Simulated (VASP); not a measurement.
Method: PBE GGA with D4 dispersion, VASP's PBE PAW potentials (set 64) (plane waves; VASP 6.6.1).

VASP ran on this input.

### POSCAR
```
Se
1
    2.0519895802    -3.5541501977     0.0000000000
    2.0519895802     3.5541501977    -0.0000000000
    0.0000000000     0.0000000000     5.0885820431
Se
3
Direct
  1.0000000000   0.2461061285   0.6666670000
  0.7538938715   0.7538938715   0.0000000000
  0.2461061285   1.0000000000   0.3333330000
```

### INCAR
```
SIGMA = 0.05
PREC = Accurate
ISMEAR = 0
ENCUT = 520
ALGO = Normal   # blocked Davidson
EDIFFG = -0.02
SYSTEM = Se
LASPH = .True.
LCHARG = .False.
IBRION = 2   # conjugate gradients
EDIFF = 1E-6
IVDW = 13
GGA = PE   # PBE
LMAXMIX = 4   # l cut-off of mixed one-centre charges
LWAVE = .False.
ISIF = 3   # ions, shape and volume
NELM = 100   # most electronic steps
LREAL = .False.
NSW = 60   # most ionic steps
```

KPOINTS:
```
Automatic mesh
0
Gamma
6 6 4
0 0 0
```

POTCAR, in this order: Se (PBE.64 set). Program: vasp_std.

**Question.** What will the output report for the number of irreducible k-points (NKPTS), largest plane-wave count, number of space-group operations, FFT grid (NGX, NGY, NGZ)?

**Answer.** 
- number of irreducible k-points (NKPTS) = 24
- largest plane-wave count = 2029
- number of space-group operations = 6
- FFT grid (NGX, NGY, NGZ) = 32 × 32 × 40

The compound is Se in the trig structure. This run relaxes it. Symmetry was kept, so distortions that lower it aren't found. The start is the result of an earlier pass.
